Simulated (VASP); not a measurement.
# CsTaS2 (P-6m2) in VASP: further runs, part 3 of 3

VASP 6.6.1. The steps go on from the part before.

### 5 Relaxation of cell and atoms, PBE

File INCAR:

```
SYSTEM = CsTaS2
  ALGO = Fast
  EDIFF = 1E-6
  EDIFFG = -0.02
  ENCUT = 600
  GGA = PE
  IBRION = 2
  ISIF = 3
  ISMEAR = -1
  LASPH = .TRUE.
  LCHARG = .FALSE.
  LREAL = .FALSE.
  LWAVE = .FALSE.
  NELM = 80
  NSW = 60
  PREC = Accurate
  SIGMA = 0.05
```

File KPOINTS:

```
k-points
0
G
  7 7 3
  0 0 0
```

File POSCAR:

```
CsTaS2
1.0
    3.5423800000      0.0000000000      0.0000000000
   -1.7711900000      3.0677900000      0.0000000000
    0.0000000000      0.0000000000      8.2684800000
Cs Ta S
1 1 2
Direct
    0.0000000000      0.0000000000      0.5000000000
    0.3333300000      0.6666700000      0.0000000000
    0.6666700000      0.3333300000      0.1817700000
    0.6666700000      0.3333300000      0.8182300000
```

Potentials or basis: VASP PAW PBE potentials, release 64 (Cs_sv, Ta_pv, S).

Started as:

```
cat potpaw_PBE.64/Cs_sv/POTCAR potpaw_PBE.64/Ta_pv/POTCAR potpaw_PBE.64/S/POTCAR > POTCAR
mpirun -np 1 vasp_std > vasp.out
```

OUTCAR:

```text
SYSTEM = CsTaS2
   EDIFF = 1E-6
   EDIFFG = -0.02
   ENCUT = 600
   GGA = PE
   IBRION = 2
   ISIF = 3
   ISMEAR = -1
   LASPH = .TRUE.
   LREAL = .FALSE.
   NELM = 80
   NSW = 60
   PREC = Accurate

 ion  position               nearest neighbor table
   1  0.000  0.000  0.500-
   2  0.333  0.667  0.000-   3 2.54   4 2.54   3 2.54   4 2.54   3 2.54   4 2.54
   3  0.667  0.333  0.182-   2 2.54   2 2.54   2 2.54
   4  0.667  0.333  0.818-   2 2.54   2 2.54   2 2.54

  LATTYP: Found a hexagonal cell.
 ALAT       =     3.5423800000
 C/A-ratio  =     2.3341595199

  Lattice vectors:

 A1 = (   3.5423800000,   0.0000000000,   0.0000000000)
 A2 = (  -1.7711900000,   3.0677900000,   0.0000000000)
 A3 = (   0.0000000000,   0.0000000000,   8.2684800000)

Analysis of symmetry for initial positions (statically):
=====================================================================
 Subroutine PRICEL returns:
 Original cell was already a primitive cell.

 Routine SETGRP: Setting up the symmetry group for a
 hexagonal supercell.

 Subroutine GETGRP returns: Found  4 space group operations
 (whereof  4 operations were pure point group operations)
 out of a pool of 24 trial point group operations.

The static configuration has the point symmetry C_2v.

Analysis of symmetry for dynamics (positions and initial velocities):
=====================================================================
 Subroutine PRICEL returns:
 Original cell was already a primitive cell.

 Routine SETGRP: Setting up the symmetry group for a
 hexagonal supercell.

 Subroutine GETGRP returns: Found  4 space group operations
 (whereof  4 operations were pure point group operations)
 out of a pool of 24 trial point group operations.

The dynamic configuration has the point symmetry C_2v.
[... 122 lines left out ...]
     AMIX     =   0.40;   BMIX     =  1.00
     AMIX_MAG =   1.60;   BMIX_MAG =  1.00
  volume/ion in A,a.u.               =      22.46       151.59
  Fermi-wavevector in a.u.,A,eV,Ry     =   1.160404  2.192846 18.320764  1.346538
  Thomas-Fermi vector in A             =   2.296987
   LORBIT       =      0    0 simple, 1 ext, 2 COOP (PROOUT), +10 PAW based schemes
   GGA     = PE    functional components
   LHFCALC =     F    Hartree Fock is set to
   AEXX    =    0.0000 exact exchange contribution
   IVDW    =     0    specifies the selected vdW correction
   LEPSILON=     F    determine dielectric tensor
   LRPA    =     F    only Hartree local field effects (RPA)
 conjugate gradient relaxation of ions
 non-spin polarized calculation
 RMM-DIIS sequential band-by-band and
  energy-cutoff  :      600.00
  volume of cell :       89.86
 maximum number of plane-waves:      3033
   NGX = 15   NGY = 15   NGZ = 33

--------------------------------------- Ionic step        1  -------------------------------------------

 number of electron      31.9999999 magnetization

 Free energy of the ion-electron system (eV)
  ---------------------------------------------------
  ext. energy  EPLUGINS =         0.00000000
  ---------------------------------------------------
  free energy    TOTEN  =       -24.90629725 eV

  energy without entropy =      -24.90496800  energy(sigma->0) =      -24.90563263

------------------------ aborting loop because EDIFF is reached ----------------------------------------

  FORCE on cell =-STRESS in cart. coord.  units (eV):
  Direction    XX          YY          ZZ          XY          YZ          ZX
  --------------------------------------------------------------------------------------
  -------------------------------------------------------------------------------------
  Total        0.1034464      0.1036659      0.1174496      0.0001901      0.0000000      0.0000000
  in kB        1.8445042      1.8484168      2.0941886      0.0033895      0.0000000      0.0000000
  external PRESSURE =       1.9290365 kB  Pullay stress =       0.0000000 kB
[... 101 lines left out ...]
--------------------------------------- Ionic step        4  -------------------------------------------

 number of electron      31.9999998 magnetization

 Free energy of the ion-electron system (eV)
  ---------------------------------------------------
  ext. energy  EPLUGINS =         0.00000000
  ---------------------------------------------------
  free energy    TOTEN  =       -24.90666059 eV

  energy without entropy =      -24.90520212  energy(sigma->0) =      -24.90593136

 E-fermi :   6.4911     XC(G=0): -10.3147

 val. band max:        6.3974123501   @ k =   0.0000   0.0000   0.3333
 cond. band min:       6.6866797823   @ k =  -0.4286   0.4286   0.3333
 fundamental gap:      0.2892674322
 Fermi energy:         6.4910932898

 k-point     1 :       0.0000    0.0000    0.0000
  band No.  band energies     occupation
      1     -29.1826      2.00000
      2     -29.1329      2.00000
      3     -29.1329      2.00000
      4     -18.0556      2.00000
      5      -8.7876      2.00000
      6      -7.7779      2.00000
[... 541 lines left out ...]
     19       8.1407      0.00000
     20       8.5083      0.00000

 [... further k-points ...]
[... 5 lines left out ...]
  --------------------------------------------------------------------------------------
  -------------------------------------------------------------------------------------
  Total       -0.0208715     -0.0210959      0.0245559     -0.0001943      0.0000000      0.0000000
  in kB       -0.3707009     -0.3746861      0.4361409     -0.0034516      0.0000000      0.0000000
  external PRESSURE =      -0.1030820 kB  Pullay stress =       0.0000000 kB
[... 19 lines left out ...]
  FREE ENERGIE OF THE ION-ELECTRON SYSTEM (eV)
  ---------------------------------------------------
  free  energy   TOTEN  =       -24.9066605890 eV

  energy  without entropy=      -24.9052021213  energy(sigma->0) =      -24.90593136

 reached required accuracy - stopping structural energy minimisation
```

CONTCAR:

```text
CsTaS2
   1.00000000000000
     3.5465886392879460    0.0000065706416644    0.0000000000000000
    -1.7732886293033561    3.0714380700441324    0.0000000000000000
     0.0000000000000000    0.0000000000000000    8.2810863917853847
  Cs              Ta              S
     1     1     2
Direct
     0.0000005281665480    0.9999994718334518    0.5000000000000000
     0.3333366080484447    0.6666633919515534    0.0000000000000000
     0.6666664318925054    0.3333335681074956    0.1812479705967263
     0.6666664318925054    0.3333335681074956    0.8187520294032737

  0.00000000E+00  0.00000000E+00  0.00000000E+00
  0.00000000E+00  0.00000000E+00  0.00000000E+00
  0.00000000E+00  0.00000000E+00  0.00000000E+00
  0.00000000E+00  0.00000000E+00  0.00000000E+00
```

Wall time 4.7 min (1 thread of Intel Xeon Platinum 8175M at 2.50GHz (Skylake/Cascade Lake), shared host); peak memory 0.28 GiB.

What came out:

| Quantity | Value |
| --- | --- |
| Free energy | -24.9067 eV |
| Relaxed volume | 22.55 Å³/atom |
| Relaxed cell | a = 3.547 Å, b = 3.547 Å, c = 8.281 Å, α = 90.00°, β = 90.00°, γ = 120.00° |
| Space group after relaxing (to 0.05 Å) | P-6m2 (No. 187) |
| Energy gained by relaxing | 0.1 meV/atom |
| Ionic steps | 4 |
| Pressure after relaxing | 0.0 GPa |
| Band gap on the k mesh | 0.29 eV, indirect (least direct gap 0.79 eV) |

Forces in eV/Å, atoms in the order of the input:
```
Cs   0.000  0.000  0.000
Ta   0.000  0.000  0.000
S    0.000  0.000 -0.003
S    0.000  0.000  0.003
```

Stress tensor (GPa, compression positive):
```
-0.04  0.00  0.00
 0.00 -0.04  0.00
 0.00  0.00  0.04
```

The path:
```csv
step,energy change (eV),largest force (eV/Å),pressure (GPa),volume (Å³)
1,0.0000,0.0341,0.19,89.86
2,-0.0002,0.0440,-0.10,90.21
3,-0.0002,0.0432,-0.08,90.17
4,-0.0004,0.0029,-0.01,90.21
```

Final structure:
```cif
data_structure
_symmetry_space_group_name_H-M 'P 1'
_symmetry_Int_Tables_number 1
_cell_length_a 3.5466
_cell_length_b 3.5466
_cell_length_c 8.2811
_cell_angle_alpha 90.000
_cell_angle_beta 90.000
_cell_angle_gamma 120.000
_cell_volume 90.21
loop_
_atom_site_label
_atom_site_type_symbol
_atom_site_fract_x
_atom_site_fract_y
_atom_site_fract_z
_atom_site_occupancy
Cs1 Cs 0.00000 0.00000 0.50000 1
Ta1 Ta 0.33334 0.66666 0.00000 1
S1 S 0.66667 0.33333 0.18125 1
S2 S 0.66667 0.33333 0.81875 1
```

Caveat: spin-orbit coupling is left out, which moves the levels of the heavy elements; an odd mesh through Γ misses points on the zone boundary, where band edges often lie.

### 6 Overview

| level | potentials or basis | gap on the mesh (eV) | pressure (GPa) | relaxed volume (Å³/atom) |
| --- | --- | --- | --- | --- |
| PBE+TS | VASP PAW PBE potentials, release 64 (Cs_sv, Ta_pv, S) | 0.34 | 0.0 | 22.27 |
| PBE+TS-HI | VASP PAW PBE potentials, release 64 (Cs_sv, Ta_pv, S) | 0.15 | 0.0 | 21.32 |
| LDA | VASP PAW LDA potentials, release 64 (Cs_sv, Ta_pv, S) | 0.21 | 0.0 | 21.00 |
| PBE | VASP PAW PBE potentials, release 64 (Cs_sv, Ta_pv, S) | 0.29 | 0.0 | 22.55 |

Alike in all rows: task relaxation of cell and atoms; no spin polarisation; cell relaxed; k mesh 7 × 7 × 3; cutoff (eV) 600; smearing fermi-dirac 0.05 eV.

Caveats: spin-orbit coupling is left out, which moves the levels of the heavy elements; an odd mesh through Γ misses points on the zone boundary, where band edges often lie.

Absolute energies hang on the potentials; compare differences alone.
